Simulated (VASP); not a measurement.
```
MgI2
1.0
    2.03721    -3.52854     0.00000
    2.03721     3.52854     0.00000
    0.00000     0.00000     6.68485
Mg I
1 2
Cartesian
  0.00000   0.00000   6.68485
  2.03721   1.17618   1.65417
  2.03721  -1.17618   5.03068
```

These are LDA (Ceperley-Alder, Perdew-Zunger), VASP's LDA PAW potentials (set 64) (plane waves; VASP 6.6.1) values and carry that method's errors. Run with 520 eV cut-off, 7×7×4 Γ-centred mesh, tetrahedra with Blöchl corrections, potentials Mg I.

The cores are frozen, which limits the accuracy of field gradients.

Question: Give the principal components of the electric field gradient (V/Å²) and the asymmetry η at each nucleus.

Answer: 
```json
[
 {"atom": "Mg1", "Vxx": "0.0", "Vyy": "0.0", "Vzz": "0.0", "η": "-"},
 {"atom": "I2", "Vxx": "19.1", "Vyy": "19.0", "Vzz": "-38.1", "η": "0.00"},
 {"atom": "I3", "Vxx": "19.1", "Vyy": "19.0", "Vzz": "-38.1", "η": "0.00"}
]
```

The compound is MgI2 in the 1T layered structure. It was relaxed first, which changed the volume by -6 %.
